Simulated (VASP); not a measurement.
Method: PBE GGA, VASP's PBE PAW potentials (set 64) (plane waves; VASP).

The input files of a VASP run:

KPOINTS:
```
Regular mesh
0
gamma
7 7 7
```

### POSCAR
```
CoSi
1.0
  4.3975326080   0.0000000000   0.0000000000
  0.0000000000   4.3975326080   0.0000000000
  0.0000000000   0.0000000000   4.3975326080
Co Si
4 4
Direct
  0.8542273810   0.6457726190   0.3542273810
  0.3542273810   0.8542273810   0.6457726190
  0.1457726190   0.1457726190   0.1457726190
  0.6457726190   0.3542273810   0.8542273810
  0.1564292926   0.3435707074   0.6564292926
  0.6564292926   0.1564292926   0.3435707074
  0.8435707074   0.8435707074   0.8435707074
  0.3435707074   0.6564292926   0.1564292926
```

### INCAR
```
SYSTEM = CoSi
PREC = Accurate; ENCUT = 500; LREAL = .FALSE.
LASPH = .TRUE.
EDIFF = 1E-6; NELM = 100; ALGO = Normal
LMAXMIX = 4
ISMEAR = 1; SIGMA = 0.1
GGA = PE
IBRION = 2; NSW = 40; ISIF = 3
EDIFFG = -0.02; PSTRESS = 100
LWAVE = .FALSE.; LCHARG = .FALSE.
```

POTCAR, in this order: Co Si (PBE.64 set). Program: vasp_std.

**Question.** Estimate the energy per atom (σ→0), volume per atom, band gap (on the k-mesh).

**Answer.** 
```yaml
energy per atom (σ→0): -6.830 eV/atom
band gap (on the k-mesh): none (metal, semimetal or under 0.01 eV)
volume_per_atom: 10.42 Å³/atom
```

### OSZICAR
```
...
       N       E                     dE             d eps       ncg     rms          rms(c)
DAV:   1    -0.546397995699E+02    0.96930E-03   -0.10498E-01  1488   0.178E+00    0.453E-02
DAV:   2    -0.546399190800E+02   -0.11951E-03   -0.15482E-03  2171   0.352E-01    0.328E-02
DAV:   3    -0.546399099028E+02    0.91772E-05   -0.31659E-05  1911   0.633E-02    0.205E-02
DAV:   4    -0.546399063216E+02    0.35812E-05   -0.52415E-05  2316   0.849E-02    0.177E-02
DAV:   5    -0.546399013755E+02    0.49461E-05   -0.26880E-05  2154   0.641E-02    0.192E-03
DAV:   6    -0.546399014618E+02   -0.86271E-07   -0.53299E-07   898   0.687E-03
   6 F= -.49435015E+02 E0= -.49435268E+02  d E =-.470259E-03
```

The compound is CoSi in the B20 structure. This run relaxes it under an external pressure of 10 GPa. Symmetry was kept, so distortions that lower it aren't found. The run is not spin-polarised, so no magnetic state was tried.
